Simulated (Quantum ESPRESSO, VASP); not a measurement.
## EuO (Fm-3m, 2 atoms in the cell) computed with different codes at matched settings

Self-consistent single point.

```xyz
2
Lattice="0.0000 2.5700 2.5700 2.5700 0.0000 2.5700 2.5700 2.5700 0.0000" Properties=species:S:1:pos:R:3 pbc="T T T"
Eu     0.0000     0.0000     0.0000
O      2.5700     2.5700     2.5700
```
Moments meant for the start (each program seeds them in its own way; μB, in the order of the atoms Eu O): 7.0 0.0.

All programs got the same cell, k-point mesh and kind of occupations, and the same starting moments (in VASP's words: KPOINTS grid = 8 8 8; KPOINTS shift = 0 0 0; ISMEAR = -1; SIGMA = 0.02 eV); potentials, basis and cutoffs are each program's usual ones.

```
code                                                          model  size of the net moment (μB/atom)  cutoff
----------------  -------------------------------------------------  --------------------------------  ------
VASP                        PBE, VASP's PBE PAW potentials (set 64)                              3.49  400 eV
Quantum ESPRESSO  PBE, SSSP 1.1.2 efficiency (PBE) pseudopotentials                              3.48   55 Ry
```

The spread over the programs that give each value: size of the net moment within 0.01 μB/atom.

The starting cell has typed, rounded lattice constants, without a prior relaxation at this level. On VASP's run: Spin-orbit coupling is off. With one magnetic atom in the cell only a parallel order is possible. With U or open f shells several self-consistent states can exist. The f electrons are in the valence without U or exact exchange, which can misplace them near the Fermi level. Spin-orbit terms, which matter for f shells, are left out.

Why do the programs differ, and what cannot be compared?

Differences of this kind can come from the potentials, where these differ, and from what each basis and cutoff leave unconverged. The zero of total energies and Fermi levels follows the potentials and each program's conventions, so they are not compared here. Site moments depend on each program's spheres or projections; the total moment of the cell does not.

Left out of this page: Ansatz (with a known weakness of the program); GPAW (failed or unconverged); Elk and FLEUR (not drawn, or without a comparable value).
